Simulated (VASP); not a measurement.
Method: PBEsol GGA, VASP's PBE PAW potentials (set 64) (plane waves; VASP).

A VASP calculation is set up with these files.

### POSCAR
```
Zn
1.0
  2.6436575180   0.0000000000   0.0000000000
 -1.3218287590   2.2894749867   0.0000000000
  0.0000000000   0.0000000000   4.6498211730
Zn
2
Direct
  0.6666670000   0.3333330000   0.7500000000
  0.3333330000   0.6666670000   0.2500000000
```

### INCAR
```
SYSTEM = Zn
PREC = Normal
ENCUT = 400
EDIFF = 1E-5
NELM = 100
ALGO = Fast
LREAL = .FALSE.
LASPH = .TRUE.
ISMEAR = 1
SIGMA = 0.1
GGA = PS
LMAXMIX = 4
LWAVE = .FALSE.
LCHARG = .FALSE.
NELMIN = 4
IBRION = 2
ISIF = 2
NSW = 20
EDIFFG = -0.03
```

File KPOINTS:
```
Automatic mesh
0
G
 18 18 9
```

POTCAR, in this order: Zn (PBE.64 set). Program: vasp_std.

Output

### OSZICAR
```
       N       E                     dE             d eps       ncg     rms          rms(c)
DAV:   1     0.833461076372E+02    0.83346E+02   -0.11047E+04  6104   0.205E+03
DAV:   2    -0.131777796740E+01   -0.84664E+02   -0.83182E+02  6000   0.274E+02
DAV:   3    -0.349077256734E+01   -0.21730E+01   -0.21695E+01  7432   0.554E+01
DAV:   4    -0.349595293216E+01   -0.51804E-02   -0.51802E-02  7056   0.266E+00
DAV:   5    -0.349596028416E+01   -0.73520E-05   -0.73521E-05  7248   0.831E-02    0.489E+00
RMM:   6    -0.318354075443E+01    0.31242E+00   -0.14561E+00  5920   0.168E+01    0.357E+00
RMM:   7    -0.316869128822E+01    0.14849E-01   -0.47034E-02  5920   0.366E+00    0.178E+00
RMM:   8    -0.316028672983E+01    0.84046E-02   -0.81066E-03  5920   0.759E-01    0.138E-01
RMM:   9    -0.316020959913E+01    0.77131E-04   -0.20820E-03  5920   0.770E-01    0.972E-02
RMM:  10    -0.316017859048E+01    0.31009E-04   -0.24895E-04  5899   0.180E-01    0.785E-03
RMM:  11    -0.316018042480E+01   -0.18343E-05   -0.17992E-05  3517   0.543E-02
   1 F= -.31601804E+01 E0= -.31600626E+01  d E =-.316018E+01
```

OUTCAR:
```
------------------------ aborting loop because EDIFF is reached ----------------------------------------
  FORCE on cell =-STRESS in cart. coord.  units (eV):
  Direction    XX          YY          ZZ          XY          YZ          ZX
  --------------------------------------------------------------------------------------
  Total       -0.2005231     -0.2005232     -0.0033973     -0.0000000      0.0000000      0.0000000
  in kB      -11.4155705    -11.4155747     -0.1934073     -0.0000000      0.0000000      0.0000000
  external PRESSURE =      -7.6748508 kB  Pullay stress =       0.0000000 kB
  volume of cell :       28.14
      direct lattice vectors                 reciprocal lattice vectors
     2.643657518  0.000000000  0.000000000     0.378263823  0.218390680  0.000000000
    -1.321828759  2.289474987  0.000000000     0.000000000  0.436781361  0.000000000
     0.000000000  0.000000000  4.649821173     0.000000000  0.000000000  0.215062034
 POSITION                                       TOTAL-FORCE (eV/Angst)
 -----------------------------------------------------------------------------------
      1.32183      0.76316      3.48737         0.000000      0.000000      0.000000
     -0.00000      1.52632      1.16246        -0.000000      0.000000      0.000000
 -----------------------------------------------------------------------------------
    total drift:                                0.000010     -0.000006      0.000034
  FREE ENERGIE OF THE ION-ELECTRON SYSTEM (eV)
  ---------------------------------------------------
  free  energy   TOTEN  =        -3.1601804248 eV

  energy  without entropy=       -3.1598269153  energy(sigma->0) =       -3.16006259

 reached required accuracy - stopping structural energy minimisation
```
(Selected blocks of OUTCAR.)

The compound is Zn in the hcp structure. It was relaxed first, which changed the volume by -7 %.
